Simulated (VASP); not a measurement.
An input for Ansatz (written as the equivalent of a VASP run, and not itself run):

Ansatz 0.2 input:
```yaml
crystal:
  lattice:
    - [2.4532903, 0.0000000, 0.0000000]
    - [-1.2266452, 2.1246122, 0.0000000]
    - [0.0000000, 0.0000000, 4.4751959]
  atoms:
    - { symbol: Cr, position: [0.3333330, 0.6666670, 0.2500000] }
    - { symbol: Cr, position: [0.6666670, 0.3333330, 0.7500000] }
kpoints:
  mp_grid: { grid: [15, 15, 8] }
hamiltonian:
  xc: r2scan
  pseudopotentials: { kind: paw }
scf:
  occupations: { method: methfessel_paxton, width: 0.1 }
  max_iter: 100
relax:
  max_steps: 60
  f_tol: 0.01
  cell: {}
output: { forces: true, stress: true, eigenvalues: true }
```

Task: Write the VASP files for the same calculation (r2SCAN).

Result: Several could match; the one computed here: 
KPOINTS:
```
kpoints
0
G
 15 15 8
```

**POSCAR**
```
Cr
1.0
  2.4532903385   0.0000000000   0.0000000000
 -1.2266451693   2.1246121983   0.0000000000
  0.0000000000   0.0000000000   4.4751958592
Cr
2
Cart
 -0.0000012267   1.4164088404   1.1187989648
  1.2266463959   0.7082033579   3.3563968944
```

**INCAR**
```
SYSTEM  =  Cr
PREC  =  Accurate; ENCUT  =  400; LREAL  =  .False.
LASPH  =  .True.
EDIFF  =  1E-6; NELM  =  100; ALGO  =  Normal
LMAXMIX  =  4; LMIXTAU  =  .True.
ISMEAR  =  1; SIGMA  =  0.1
METAGGA  =  R2SCAN
IBRION  =  2; NSW  =  60; ISIF  =  3
EDIFFG  =  -0.01
LWAVE  =  .False.; LCHARG  =  .False.
```

POTCAR, in this order: Cr_pv (PBE.64 set). Program: vasp_std.

Limits of the translation: each code has its own PAW files, so the cut-off isn't converted (ENCUT is set for VASP's; basis.ecutwfc is left out, and Ansatz then takes the one that its files recommend); Ansatz stops its SCF on the density residual and VASP on the energy change (EDIFF).

The structure was generated: Cr was put into the hcp type (P6_3/mmc), which need not be its known phase. It was relaxed first. The start is the result of an earlier pass.
